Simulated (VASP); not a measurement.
Level of theory: PW91 GGA, VASP's PBE PAW potentials (set 64) (plane waves; VASP).

A VASP calculation is set up with these files.

KPOINTS:
```
Automatic mesh
0
Gamma
8 8 8
0 0 0
```

POSCAR:
```
Pt3Ti
1.0
  4.0342668600   0.0000000000   0.0000000000
  0.0000000000   4.0342668600   0.0000000000
  0.0000000000   0.0000000000   4.0342668600
Ti Pt
1 3
direct
  0.0000000000   0.0000000000   0.0000000000
  0.0000000000   0.5000000000   0.5000000000
  0.5000000000   0.0000000000   0.5000000000
  0.5000000000   0.5000000000   0.0000000000
```

### INCAR
```
# general
SYSTEM  = Pt3Ti
PREC    = Accurate
ENCUT   = 520   # plane-wave cut-off (eV)
LREAL   = F
LASPH   = T   # aspherical one-centre terms

# electronic loop
EDIFF   = 1E-7   # SCF stop (eV)
NELM    = 100   # most electronic steps
ALGO    = Normal   # blocked Davidson
LMAXMIX = 6   # l cut-off of mixed one-centre charges

# smearing
ISMEAR  = 1   # Methfessel-Paxton
SIGMA   = 0.1   # width (eV)

# functional
GGA     = 91

# ions
ISIF    = 2   # forces and stress, cell fixed

# output
LWAVE   = F
LCHARG  = F
```

POTCAR, in this order: Ti_sv Pt (PBE.64 set). Program: vasp_std.

The resulting files:

**OSZICAR**
```
       N       E                     dE             d eps       ncg     rms          rms(c)
DAV:   1     0.374589864483E+03    0.37459E+03   -0.21112E+04  1750   0.177E+03
DAV:   2     0.270781988340E+01   -0.37188E+03   -0.36469E+03  1867   0.439E+02
DAV:   3    -0.318717436624E+02   -0.34580E+02   -0.32743E+02  2730   0.110E+02
DAV:   4    -0.328739586631E+02   -0.10022E+01   -0.99709E+00  2072   0.202E+01
DAV:   5    -0.329033909939E+02   -0.29432E-01   -0.29410E-01  2611   0.346E+00    0.182E+01
DAV:   6    -0.311792489392E+02    0.17241E+01   -0.28848E+01  2549   0.342E+01    0.164E+01
DAV:   7    -0.303165814293E+02    0.86267E+00   -0.41122E+01  2577   0.362E+01    0.869E+00
DAV:   8    -0.295823919841E+02    0.73419E+00   -0.16656E+00  2465   0.900E+00    0.450E+00
DAV:   9    -0.294116338803E+02    0.17076E+00   -0.24748E+00  2607   0.814E+00    0.226E+00
DAV:  10    -0.293678149230E+02    0.43819E-01   -0.26027E-01  2586   0.339E+00    0.490E-01
DAV:  11    -0.293697880816E+02   -0.19732E-02   -0.29937E-03  2256   0.403E-01    0.532E-01
DAV:  12    -0.293669432685E+02    0.28448E-02   -0.23228E-02  2647   0.842E-01    0.117E-01
DAV:  13    -0.293668457551E+02    0.97513E-04   -0.49389E-04  2347   0.146E-01    0.540E-02
DAV:  14    -0.293668368692E+02    0.88860E-05   -0.30013E-05  2396   0.326E-02    0.401E-02
DAV:  15    -0.293668210682E+02    0.15801E-04   -0.10319E-04  2560   0.590E-02    0.602E-03
DAV:  16    -0.293668215550E+02   -0.48675E-06   -0.14335E-06  2190   0.813E-03    0.455E-03
DAV:  17    -0.293668213768E+02    0.17812E-06   -0.61447E-07  1913   0.557E-03    0.136E-03
DAV:  18    -0.293668213735E+02    0.33879E-08   -0.40671E-08   969   0.144E-03
   1 F= -.29366821E+02 E0= -.29367352E+02  d E =0.159212E-02
```

### OUTCAR
```
------------------------ aborting loop because EDIFF is reached ----------------------------------------
  FORCE on cell =-STRESS in cart. coord.  units (eV):
  Direction    XX          YY          ZZ          XY          YZ          ZX
  --------------------------------------------------------------------------------------
  Total       -4.8257700     -4.8257700     -4.8257700      0.0000000      0.0000000     -0.0000000
  in kB     -117.7560785   -117.7560785   -117.7560785      0.0000000      0.0000000     -0.0000000
  external PRESSURE =    -117.7560785 kB  Pullay stress =       0.0000000 kB
  volume of cell :       65.66
      direct lattice vectors                 reciprocal lattice vectors
     4.034266860  0.000000000  0.000000000     0.247876513  0.000000000  0.000000000
     0.000000000  4.034266860  0.000000000     0.000000000  0.247876513  0.000000000
     0.000000000  0.000000000  4.034266860     0.000000000  0.000000000  0.247876513
 POSITION                                       TOTAL-FORCE (eV/Angst)
 -----------------------------------------------------------------------------------
      0.00000      0.00000      0.00000         0.000000      0.000000      0.000000
      0.00000      2.01713      2.01713         0.000000      0.000000      0.000000
      2.01713      0.00000      2.01713         0.000000      0.000000      0.000000
      2.01713      2.01713      0.00000         0.000000      0.000000      0.000000
 -----------------------------------------------------------------------------------
    total drift:                                0.000000      0.000000     -0.000000
  FREE ENERGIE OF THE ION-ELECTRON SYSTEM (eV)
  ---------------------------------------------------
  free  energy   TOTEN  =       -29.3668213735 eV

  energy  without entropy=      -29.3684134977  energy(sigma->0) =      -29.36735208
```
(Selected blocks of OUTCAR.)

### OUTCAR
```
 val. band max:       10.0910673321   @ k =   0.5000   0.1250   0.1250

 cond. band min:      10.1357878877   @ k =   0.3750   0.0000   0.0000


 Fermi energy:        10.1212988280

 k-point     1 :       0.0000    0.0000    0.0000
  band No.  band energies     occupation
      1     -48.0683      2.00000
      2     -24.3747      2.00000
      3     -24.3747      2.00000
      4     -24.3747      2.00000
      5       0.8829      2.00000
      6       3.6983      2.00000
      7       3.9821      2.00000
      8       3.9821      2.00000
      9       4.2731      2.00000
     10       4.2731      2.00000
     11       4.2731      2.00000
     12       6.9352      2.00000
     13       6.9352      2.00000
     14       6.9352      2.00000
     15       8.5916      2.00000
     16       8.5916      2.00000
     17       9.5571      2.00000
     18      10.0591      1.85937
     19      10.0591      1.85937
     20      10.0591      1.85936
     21      11.2491     -0.00000
     22      11.2491     -0.00000
     23      11.7701     -0.00000
     24      11.7737     -0.00000
     25      11.7737     -0.00000

 k-point     2 :       0.1250    0.0000    0.0000
  band No.  band energies     occupation
      1     -48.0682      2.00000
      2     -24.3771      2.00000
      3     -24.3750      2.00000
      4     -24.3750      2.00000
      5       1.0704      2.00000
      6       3.8111      2.00000
      7       4.0408      2.00000
      8       4.1351      2.00000
      9       4.3399      2.00000
     10       4.3816      2.00000
     11       4.3816      2.00000
     12       6.8303      2.00000
     13       6.9873      2.00000
     14       6.9873      2.00000
     15       8.4438      2.00000
     16       8.6138      2.00000
     17       9.4007      2.00000
     18       9.4007      2.00000
     19       9.4018      2.00000
     20      10.0595      1.85600
     21      10.6454     -0.00000
     22      11.1510     -0.00000
     23      11.1510     -0.00000
...
```

Unless said otherwise, spin-orbit coupling is left out, though it shifts the bands of the heavy elements here.

The compound is Pt3Ti in the L1_2 structure. This cell is one point of a volume scan, at 1.06 of the reference volume.
